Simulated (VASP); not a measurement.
Here is the system:

```
AgCl
1.0
    0.00000     2.75964     2.75964
    2.75964     0.00000     2.75964
    2.75964     2.75964     0.00000
Ag Cl
1 1
Direct
  0.00000   0.00000   0.00000
  0.50000   0.50000   0.50000
```

Calculation: SCAN meta-GGA, VASP's PBE PAW potentials (set 64) (plane waves; VASP). Numerical set-up: 520 eV cut-off, 8×8×8 Γ-centred mesh, Gaussian smearing of 0.050 eV, potentials Ag Cl.

**Question.** Predict the energy per atom (σ→0), band gap (on the k-mesh) with the smallest direct gap where there is one.

**Answer.** 
The band gap (on the k-mesh) is 1.34 eV and the smallest direct gap (on the k-mesh) is 3.68 eV. The energy per atom (σ→0) is -20.215 eV/atom.

The compound is AgCl in the rock salt structure. It was relaxed first.
